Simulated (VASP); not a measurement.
A VASP calculation is set up with these files.

### POSCAR
```
Cr
1.0
  2.8327716218   0.0000000000   0.0000000000
  0.0000000000   2.8327716218   0.0000000000
  0.0000000000   0.0000000000   2.8327716218
Cr
2
Direct
  0.0000000000   0.0000000000   0.0000000000
  0.5000000000   0.5000000000   0.5000000000
```

INCAR:
```
LCHARG = .FALSE.
ISPIN = 2
NELM = 100   # most electronic steps
MAGMOM = 0.9 -0.9
ISIF = 3
LWAVE = .FALSE.
LASPH = .TRUE.
LMAXMIX = 4   # l cut-off of mixed one-centre charges
SYSTEM = Cr
ALGO = Normal   # blocked Davidson
SIGMA = 0.1
ISMEAR = 1   # Methfessel-Paxton
IBRION = 2   # conjugate gradients
LREAL = .FALSE.   # projection in real space or not
NSW = 60   # most ionic steps
ENCUT = 520   # plane-wave cut-off (eV)
LORBIT = 10
PREC = Accurate
GGA = PE
IVDW = 12   # D3, Becke-Johnson
EDIFFG = -0.01
EDIFF = 1E-6   # SCF stop (eV)
```

File KPOINTS:
```
Automatic mesh
0
G
 12 12 12
```

POTCAR, in this order: Cr_pv (PBE.64 set). Program: vasp_std.

### Question
Translate this PBE-D3(BJ) calculation to Ansatz.

### Answer
One equivalent input (not run):
Ansatz 0.2 input:
```yaml
crystal:
  lattice:
    - [2.8327716, 0.0000000, 0.0000000]
    - [0.0000000, 2.8327716, 0.0000000]
    - [0.0000000, 0.0000000, 2.8327716]
  atoms:
    - { symbol: Cr, position: [0.0000000, 0.0000000, 0.0000000], spin: 0.9 }
    - { symbol: Cr, position: [0.5000000, 0.5000000, 0.5000000], spin: -0.9 }
kpoints:
  mp_grid: { grid: [12, 12, 12] }
hamiltonian:
  xc: pbe
  dispersion: d3bj
  pseudopotentials: { kind: paw }
magnetization: { spin_polarized: true }
scf:
  occupations: { method: methfessel_paxton, width: 0.1 }
  max_iter: 100
relax:
  max_steps: 60
  f_tol: 0.01
  cell: {}
output: { forces: true, stress: true, eigenvalues: true }
```
Limits of the translation: each code has its own PAW files, so the cut-off isn't converted (ENCUT is set for VASP's; basis.ecutwfc is left out, and Ansatz then takes the one that its files recommend); Ansatz stops its SCF on the density residual and VASP on the energy change (EDIFF).

The compound is Cr in the bcc, AFM order structure. This run relaxes it. Symmetry was kept, so distortions that lower it aren't found. The start is the result of an earlier pass.
